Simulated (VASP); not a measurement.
Data:

```xyz
8
Lattice="0.0000 2.9357 2.9357 2.9357 0.0000 2.9357 11.7788 11.7788 -0.0359" Properties=species:S:1:pos:R:3 pbc="T T T"
In    11.7153    11.7153     0.0276
In     5.9272     5.9272     5.8157
As     1.4795     1.4795     1.4563
As     4.5317     4.5317     1.3397
As     7.3602     7.3602     1.4470
As    10.1950    10.1950     1.5479
Ga     8.8797     8.8797     5.7990
Ga     8.7788     8.7788     0.0284
```

Computed with PBEsol GGA, VASP's PBE PAW potentials (set 64) (plane waves; VASP 6.6.1). Settings: 400 eV cut-off, Gaussian smearing of 0.050 eV, potentials In_d As Ga_d.

Unless said otherwise, spin-orbit coupling is left out, though it shifts the bands of the heavy elements here.

Question: What does the run give for the band gap (along the path) with the smallest direct gap where there is one?

Answer: 
The band gap (along the path) is none (metal, semimetal or under 0.01 eV).

The structure was generated: Ga2In2As4 was put into an ordered model structure (R3m), which need not be its known phase. It was relaxed first.
